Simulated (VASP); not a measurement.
Runs of VASP 6.6.1 on CdSe. The cell holds a slab with vacuum, 8 atoms: a = 4.298 Å, b = 4.298 Å, c = 26.400 Å, α = 90.00°, β = 90.00°, γ = 120.00°. 

| task | level | cell | smearing | atoms held fixed (from 0) | gap on the mesh (eV) | largest force (eV/Å) |
| --- | --- | --- | --- | --- | --- | --- |
| relaxation of the atoms | PBE+dDsC | atoms relaxed from: the (0 0 1) slab of CdSe, cut from the database cell, not relaxed | gaussian 0.05 eV | [0, 4, 1, 5] | none | - |
| single point | PBE | the (0 0 1) slab of CdSe, cut from the database cell, not relaxed | fermi-dirac 0.05 eV | - | none | 0.89 |
| relaxation of the atoms | RPBE | atoms relaxed from: the (0 0 1) slab of CdSe, cut from the database cell, not relaxed | gaussian 0.05 eV | [0, 4, 1, 5] | none | - |
| work function | PBE | the (0 0 1) slab of CdSe, cut from the database cell, not relaxed | gaussian 0.05 eV | - | none | (a) |

Alike in all rows: potentials or basis VASP PAW PBE potentials, release 64 (Se, Cd); no spin polarisation; k mesh 7 × 7 × 1; cutoff (eV) 520.

Fill in the values left out.

(a) 0.93.

Caveats: the cell's inner coordinates are idealised or old, which leaves forces on the atoms (some runs); the PAW data sets were made with another functional, which shifts forces and pressure a little (some runs).

A k mesh can miss the band edges, and the runs leave out spin-orbit coupling on Cd, Se.

A gap of «none» marks a metal or a gap under the smearing width.
